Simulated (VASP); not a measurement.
An input for Ansatz (written as the equivalent of a VASP run, and not itself run):

Ansatz 0.2 input:
```yaml
crystal:
  lattice:
    - [0.0000000, 3.0400000, 3.0400000]
    - [3.0400000, 0.0000000, 3.0400000]
    - [3.0400000, 3.0400000, 0.0000000]
  atoms:
    - { symbol: Hg, position: [0.0000000, 0.0000000, 0.0000000] }
    - { symbol: Se, position: [0.2500000, 0.2500000, 0.2500000] }
kpoints:
  mp_grid: { grid: [7, 7, 7] }
hamiltonian:
  xc: pbe
  pseudopotentials: { kind: paw }
scf:
  occupations: { method: gaussian, width: 0.05 }
  max_iter: 100
relax:
  max_steps: 60
  f_tol: 0.01
  cell: {}
output: { forces: true, stress: true, eigenvalues: true }
```

Write the VASP files for the same calculation (PBE).

This is not unique; one that fits is 
File KPOINTS:
```
K-points
0
Gamma
  7 7 7
0 0 0
```

POSCAR:
```
HgSe
1.0
  0.0000000000   3.0400000000   3.0400000000
  3.0400000000   0.0000000000   3.0400000000
  3.0400000000   3.0400000000   0.0000000000
Hg Se
1 1
direct
  0.0000000000   0.0000000000   0.0000000000
  0.2500000000   0.2500000000   0.2500000000
```

**INCAR**
```
! general
SYSTEM   =  HgSe
PREC     =  Accurate
ENCUT    =  400
LREAL    =  .FALSE.
LASPH    =  .TRUE.

! electronic loop
EDIFF    =  1E-6
NELM     =  100
ALGO     =  Normal
LMAXMIX  =  6

! smearing
ISMEAR   =  0
SIGMA    =  0.05

! functional
GGA      =  PE

! ions
IBRION   =  2
NSW      =  60
ISIF     =  3
EDIFFG   =  -0.01

! output
LWAVE    =  .FALSE.
LCHARG   =  .FALSE.
```

POTCAR, in this order: Hg Se (PBE.64 set). Program: vasp_std.

What does not carry over: each code has its own PAW files, so the cut-off isn't converted (ENCUT is set for VASP's; basis.ecutwfc is left out, and Ansatz then takes the one that its files recommend); Ansatz stops its SCF on the density residual and VASP on the energy change (EDIFF).

The compound is HgSe in the zinc blende structure. This run relaxes it. Symmetry was kept, so distortions that lower it aren't found.
